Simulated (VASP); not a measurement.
Output of a VASP run:

**OSZICAR**
```
       N       E                     dE             d eps       ncg     rms          rms(c)
DAV:   1     0.305178910193E+02    0.30518E+02   -0.89952E+03  4528   0.898E+02
DAV:   2    -0.191962752639E+02   -0.49714E+02   -0.48672E+02  5346   0.201E+02
DAV:   3    -0.205795965860E+02   -0.13833E+01   -0.13595E+01  5670   0.251E+01
DAV:   4    -0.205922877195E+02   -0.12691E-01   -0.12681E-01  4914   0.302E+00
DAV:   5    -0.205925029524E+02   -0.21523E-03   -0.21522E-03  5808   0.312E-01    0.642E+01
DAV:   6    -0.200448358213E+02    0.54767E+00   -0.53305E-01  4452   0.553E+00    0.379E+01
DAV:   7    -0.198561916332E+02    0.18864E+00   -0.88400E-01  4530   0.681E+00    0.193E+00
DAV:   8    -0.198457635634E+02    0.10428E-01   -0.59282E-02  4656   0.183E+00    0.314E-01
DAV:   9    -0.198458583472E+02   -0.94784E-04   -0.12369E-03  5910   0.278E-01    0.212E-01
DAV:  10    -0.198458450718E+02    0.13275E-04   -0.64931E-05  4896   0.638E-02    0.280E-01
DAV:  11    -0.198458488121E+02   -0.37403E-05   -0.84190E-06  5526   0.225E-02    0.175E-02
DAV:  12    -0.198458493353E+02   -0.52320E-06   -0.59449E-07  3270   0.630E-03
   1 F= -.19845849E+02 E0= -.19838757E+02  d E =-.141851E-01
```

OUTCAR:
```
------------------------ aborting loop because EDIFF is reached ----------------------------------------
  FORCE on cell =-STRESS in cart. coord.  units (eV):
  Direction    XX          YY          ZZ          XY          YZ          ZX
  --------------------------------------------------------------------------------------
  Total       -0.6347858     -0.6347857     -0.6309698      0.0000000      0.0000000      0.0000000
  in kB      -22.2549803    -22.2549776    -22.1211959      0.0000000      0.0000000      0.0000000
  external PRESSURE =     -22.2103846 kB  Pullay stress =       0.0000000 kB
  volume of cell :       45.70
      direct lattice vectors                 reciprocal lattice vectors
     3.220154000  0.000000000  0.000000000     0.310544154  0.179292762  0.000000000
    -1.610077000  2.788735000  0.000000000     0.000000000  0.358585524  0.000000000
     0.000000000  0.000000000  5.088932000     0.000000000  0.000000000  0.196504886
 POSITION                                       TOTAL-FORCE (eV/Angst)
 -----------------------------------------------------------------------------------
     -0.00000      1.85916      1.27223        -0.000000     -0.000000      0.000000
      1.61008      0.92958      3.81670         0.000000      0.000000      0.000000
 -----------------------------------------------------------------------------------
    total drift:                                0.000067     -0.000039      0.000093
  FREE ENERGIE OF THE ION-ELECTRON SYSTEM (eV)
  ---------------------------------------------------
  free  energy   TOTEN  =       -19.8458493353 eV

  energy  without entropy=      -19.8316642641  energy(sigma->0) =      -19.83875680
```
(Selected blocks of OUTCAR.)

### POSCAR
```
Hf
1
    3.2201540000     0.0000000000     0.0000000000
   -1.6100770000     2.7887350000     0.0000000000
    0.0000000000     0.0000000000     5.0889320000
Hf
2
Direct
  0.3333330000   0.6666670000   0.2500000000
  0.6666670000   0.3333330000   0.7500000000
```

Task: Reconstruct the remaining input files.

Result: Several could match; the one computed here: the input of the run itself, PBE GGA, plane waves, VASP's PBE PAW potentials (set 64).

KPOINTS:
```
kpoints
0
gamma
  16 16 9
```

### INCAR
```
SYSTEM=Hf
PREC=Accurate; ENCUT=300; LREAL=.FALSE.
LASPH=.TRUE.
EDIFF=1E-6; NELM=100; ALGO=Normal
LMAXMIX=6
ISMEAR=0; SIGMA=0.136
GGA=PE
ISIF=2
LWAVE=.FALSE.; LCHARG=.FALSE.
```

POTCAR, in this order: Hf_pv (PBE.64 set). Program: vasp_std.

At this cut-off the stress carries a Pulay error, which pulls relaxed volumes low.

The structure comes from a computed database's Hf entry; how it stands against other phases isn't given here. The cell was not relaxed at this level.
